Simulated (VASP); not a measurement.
Here is the system:

```
CELL_PARAMETERS angstrom
      2.20433    -3.81801     0.00000
      2.20433     3.81801     0.00000
      0.00000     0.00000     5.12270
ATOMIC_POSITIONS crystal
  Se 0.00000 0.22739 0.66667
  Se 0.77261 0.77261 0.00000
  Se 0.22739 0.00000 0.33333
```

Calculation: TPSS meta-GGA, VASP's PBE PAW potentials (set 64) (plane waves; VASP). Settings: 520 eV cut-off, 6×6×5 Γ-centred mesh, Gaussian smearing of 0.050 eV, potentials Se.

Without a dispersion term in the relaxation, distances and binding between the weakly bound layers, chains or molecules are unreliable, and so is what depends on them.

### Question
The ions and cell shape at fixed volume are relaxed. Which structure does the run end with?

### Answer

```
CELL_PARAMETERS angstrom
      2.22004    -3.84523     0.00000
      2.22004     3.84523     0.00000
      0.00000     0.00000     5.05044
ATOMIC_POSITIONS crystal
  Se 0.00000 0.22343 0.66667
  Se 0.77657 0.77657 0.00000
  Se 0.22343 0.00000 0.33333
```
Space group P3_121 (152), at a tolerance of 0.03 Å.

### Question
How much energy does the relaxation gain?

### Answer
The energy (σ→0) changes by -3.5 meV/atom, in 6 ionic steps.

| step | E(σ→0) (eV) | max force (eV/Å) | pressure (GPa) | volume (Å³) |
|---|---|---|---|---|
| 1 | -35.0335 | 0.255 | -1.42 | 86.23 |
| 2 | -35.0420 | 0.084 | -0.66 | 86.23 |
| 3 | -35.0434 | 0.020 | -0.21 | 86.23 |
| 4 | -35.0434 | 0.026 | -0.19 | 86.23 |
| 5 | -35.0438 | 0.017 | -0.16 | 86.23 |
| 6 | -35.0440 | 0.002 | -0.13 | 86.23 |

The compound is Se in the trig structure. This cell is one point of a volume scan, at 1.03 of the reference volume. Symmetry was kept, so distortions that lower it aren't found.
